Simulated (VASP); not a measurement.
Crystal: Mg6ZrFe.

```xyz
8
Lattice="4.8699 0.0000 0.0000 0.0000 3.0708 5.5743 0.0000 -3.0708 5.5743" Properties=species:S:1:pos:R:3 pbc="T T T"
Zr    0.0000    0.0000    9.0396
Fe    2.4349    0.0000    7.7070
Mg    2.4349    0.0000    1.9233
Mg    2.4349    1.5694    4.6951
Mg    2.4349   -1.5694    4.6951
Mg    0.0000    0.0000    3.7116
Mg    0.0000    1.4847    6.4112
Mg    0.0000   -1.4847    6.4112
```

The cell comes from a database or a generator and needn't be the stable form of this composition.

```yaml
Program: VASP 6.6.1
Task: single point
Functional: PBE
Potentials_or_basis: VASP PAW PBE potentials, release 64 (Zr_sv, Fe, Mg)
Cutoff: 520 eV
k_mesh: 6 × 5 × 5
Occupations: fermi-dirac, width 0.05 eV
Spin: collinear spin, ferromagnetic start
Starting_moments: "[0.0, 3.0, 0.0, 0.0, 0.0, 0.0, 0.0, 0.0] μB"
```

On this cell: pressure -0.1 GPa; largest force 0.051 eV/Å; net moment 1.62 μB per cell; site moments Zr -0.42; Fe +2.44; Mg -0.01, +0.01 μB; band gap on the k mesh none (metal or under the smearing width).

The same run follows on a disturbed copy (atoms moved at random, drawn with an rms of 0.05 Å):

```
CELL_PARAMETERS angstrom
4.86988 0.00000 0.00000
0.00000 3.07080 5.57426
0.00000 -3.07080 5.57426
ATOMIC_POSITIONS crystal
Zr 0.99971 0.80452 0.81825
Fe 0.50029 0.69501 0.68651
Mg 0.49696 0.17347 0.18063
Mg 0.50299 0.67667 0.16367
Mg 0.50990 0.17160 0.67456
Mg 0.99447 0.33361 0.32978
Mg 0.00933 0.81956 0.32888
Mg 0.00938 0.31666 0.82527
```

What does the disturbed cell give?

The energy (extrapolated to zero smearing) moves by +6.0 meV/atom; pressure -0.1 GPa; largest force 0.461 eV/Å; net moment 1.62 μB per cell; site moments Zr -0.43; Fe +2.46; Mg -0.01, +0.01 μB; band gap on the k mesh none (metal or under the smearing width).

Forces in eV/Å, atoms in the order of the input:
```
Zr   0.134  0.304 -0.319
Fe   0.011 -0.074  0.021
Mg   0.114  0.055 -0.117
Mg  -0.035  0.042  0.099
Mg  -0.175 -0.125 -0.040
Mg   0.173 -0.209  0.083
Mg  -0.146 -0.270  0.076
Mg  -0.075  0.277  0.198
```

Stress tensor (GPa, compression positive):
```
 0.09 -0.01 -0.20
-0.01 -0.27 -0.37
-0.20 -0.37 -0.14
```
